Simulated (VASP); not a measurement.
Consider the following.

```yaml
crystal:
  lattice:
    - [1.96908, -3.41055, 0.00000]
    - [1.96908, 3.41055, 0.00000]
    - [0.00000, 0.00000, 6.09361]
  atoms:
    - { symbol: La, position: [0.33333, 0.66667, 0.24546] }
    - { symbol: La, position: [0.66667, 0.33333, 0.75454] }
    - { symbol: O, position: [0.00000, 0.00000, 0.00000] }
    - { symbol: O, position: [0.33333, 0.66667, 0.64629] }
    - { symbol: O, position: [0.66667, 0.33333, 0.35371] }
```

Method: TPSS meta-GGA, VASP's PBE PAW potentials (set 64) (plane waves; VASP). Numerical set-up: 520 eV cut-off, 7×7×4 Γ-centred mesh, tetrahedra with Blöchl corrections, potentials La O.

### Question
Give the energies of bands 12 to 23 at the high-symmetry points, in eV from the valence-band maximum.

### Answer

```csv
band,Γ,M,K,A,L,H
12,-2.40,-2.22,-1.62,-2.74,-3.02,-2.34
13,-2.40,-2.01,-1.61,-2.74,-2.16,-2.34
14,-2.20,-1.94,-1.61,-2.64,-1.52,-1.70
15,-2.20,-1.28,-1.30,-1.89,-1.19,-1.37
16,-2.07,-0.77,-1.30,-1.89,-1.00,-1.37
17,-1.69,-0.72,-0.83,-1.01,-0.95,-0.61
18,-0.39,-0.65,-0.83,-0.80,-0.72,-0.29
19,-0.39,-0.45,-0.80,-0.30,-0.38,-0.29
20,-0.11,-0.29,-0.12,-0.30,0.00,-0.22
21,4.51,3.97,4.00,4.91,4.59,4.45
22,4.72,4.97,4.93,4.91,4.86,5.04
23,4.72,5.42,4.93,4.97,5.38,5.20
```

The gap is indirect, 3.97 eV, from the valence maximum at L to the conduction minimum at M.

The compound is La2O3 in the a-type structure. It was relaxed first.
